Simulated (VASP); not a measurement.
All values below come from PBE GGA, VASP's PBE PAW potentials (set 64) (plane waves; VASP).

The input files of a VASP run:

### INCAR
```
ALGO  =  Normal
EDIFF  =  1E-6
ENCUT  =  400
GGA  =  PE
ISIF  =  2
ISMEAR  =  -1
LASPH  =  .TRUE.
LCHARG  =  .FALSE.
LMAXMIX  =  4
LREAL  =  .FALSE.
LWAVE  =  .FALSE.
NELM  =  100
PREC  =  Accurate
SIGMA  =  0.02
SYSTEM  =  ZnO
```

KPOINTS:
```
K-points
0
gamma
8 8 5
0 0 0
```

File POSCAR:
```
ZnO
1
    3.2373500000     0.0000000000     0.0000000000
   -1.6186750000     2.8036270000     0.0000000000
    0.0000000000     0.0000000000     5.2220600000
Zn O
2 2
Direct
  0.6666670000   0.3333330000   0.5005900000
  0.3333330000   0.6666670000   0.0005900000
  0.6666670000   0.3333330000   0.8797200000
  0.3333330000   0.6666670000   0.3797200000
```

POTCAR, in this order: Zn O (PBE.64 set). Program: vasp_std.

What VASP printed:

**OSZICAR**
```
       N       E                     dE             d eps       ncg     rms          rms(c)
DAV:   1     0.258561245296E+03    0.25856E+03   -0.16394E+04  1320   0.202E+03
DAV:   2     0.502879035474E+01   -0.25353E+03   -0.24389E+03  1434   0.400E+02
DAV:   3    -0.206106810463E+02   -0.25639E+02   -0.25488E+02  1590   0.141E+02
DAV:   4    -0.210220527911E+02   -0.41137E+00   -0.41116E+00  1404   0.194E+01
DAV:   5    -0.210250456730E+02   -0.29929E-02   -0.29928E-02  1566   0.155E+00    0.151E+01
DAV:   6    -0.177182626522E+02    0.33068E+01   -0.11162E+01  2252   0.709E+01    0.935E+00
DAV:   7    -0.178860463128E+02   -0.16778E+00   -0.25686E+00  1364   0.187E+01    0.553E+00
DAV:   8    -0.179042873578E+02   -0.18241E-01   -0.74785E-01  1998   0.875E+00    0.174E+00
DAV:   9    -0.178450441922E+02    0.59243E-01   -0.17469E-01  2086   0.769E+00    0.317E-01
DAV:  10    -0.178485625447E+02   -0.35184E-02   -0.52054E-02  1344   0.168E+00    0.152E-01
DAV:  11    -0.178485095983E+02    0.52946E-04   -0.15279E-03  1924   0.604E-01    0.384E-02
DAV:  12    -0.178485695363E+02   -0.59938E-04   -0.18733E-04  1842   0.310E-01    0.333E-02
DAV:  13    -0.178485637516E+02    0.57848E-05   -0.35094E-05  1700   0.143E-01    0.127E-02
DAV:  14    -0.178485641072E+02   -0.35568E-06   -0.16929E-05  1410   0.363E-02    0.457E-03
DAV:  15    -0.178485635023E+02    0.60499E-06   -0.15495E-06  1014   0.107E-02
   1 F= -.17848564E+02 E0= -.17848564E+02  d E =-.342029E-10
```

File OUTCAR:
```
------------------------ aborting loop because EDIFF is reached ----------------------------------------
  FORCE on cell =-STRESS in cart. coord.  units (eV):
  Direction    XX          YY          ZZ          XY          YZ          ZX
  --------------------------------------------------------------------------------------
  Total        0.6085621      0.6085620      0.6141277      0.0000000      0.0000000      0.0000000
  in kB       20.5713947     20.5713897     20.7595310      0.0000000      0.0000000      0.0000000
  external PRESSURE =      20.6341052 kB  Pullay stress =       0.0000000 kB
  volume of cell :       47.40
      direct lattice vectors                 reciprocal lattice vectors
     3.237350000  0.000000000  0.000000000     0.308894621  0.178340414  0.000000000
    -1.618675000  2.803627000  0.000000000     0.000000000  0.356680828  0.000000000
     0.000000000  0.000000000  5.222060000     0.000000000  0.000000000  0.191495310
  FREE ENERGIE OF THE ION-ELECTRON SYSTEM (eV)
  ---------------------------------------------------
  free  energy   TOTEN  =       -17.8485635023 eV

  energy  without entropy=      -17.8485635022  energy(sigma->0) =      -17.84856350
```
(Selected blocks of OUTCAR.)

At this cut-off the stress carries a Pulay error, which pulls relaxed volumes low.

The structure comes from a computed database's ZnO entry (P6_3mc); how it stands against other phases isn't given here. The cell was not relaxed at this level.
